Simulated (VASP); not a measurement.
Here is the system:

```yaml
crystal:
  lattice:
    - [2.79754, 0.00000, 0.00000]
    - [0.00000, 2.79754, 0.00000]
    - [0.00000, 0.00000, 4.02398]
  atoms:
    - { symbol: Ti, position: [0.00000, 0.00000, 0.00000] }
    - { symbol: Al, position: [0.50000, 0.50000, 0.50000] }
```

All values below come from PBEsol GGA, VASP's PBE PAW potentials (set 64) (plane waves; VASP 6.6.1). Run with 480 eV cut-off, 12×12×8 Γ-centred mesh, first-order Methfessel-Paxton smearing of 0.10 eV, potentials Ti_sv Al.

Each row applies one change to this cell, which was relaxed at other settings and keeps the small stress of the first row; at a fixed cut-off the stress holds a Pulay part, so it need not integrate to ΔE exactly. Stress is in GPa, positive when the cell is compressed.

```csv
change,ΔE (meV/atom),σxx,σyy,σzz,"largest shear component, with its sign (GPa)",largest force (eV/Å)
none,0.0,0.21,0.21,0.24,0.00,0.000
uniaxial strain of +3.0 % along z,7.3,-2.24,-2.24,-5.16,0.00,0.000
uniaxial strain of -1.5 % along z,2.5,1.67,1.67,2.92,0.00,0.000
atom 1 (Ti) moved by -0.025 Å along y,0.7,0.22,0.21,0.28,0.00,0.119
isotropic strain of -3.0 %,55.6,13.49,13.49,13.45,0.00,0.000
uniaxial strain of -4.0 % along x,19.7,10.36,2.62,4.03,0.00,0.000
uniaxial strain of +4.0 % along x,14.3,-7.43,-1.99,-3.01,0.00,0.000
isotropic strain of +3.0 %,41.7,-8.86,-8.86,-8.80,0.00,0.000
uniaxial strain of -1.0 % along y,1.3,0.88,2.36,1.15,0.00,0.000
```

Failed runs are left out, and for metals the shear rows, which the mesh's noise covers.

The compound is TiAl in the L1_0 structure. The electron count is odd and the run is not spin-polarised, which forces a metal.
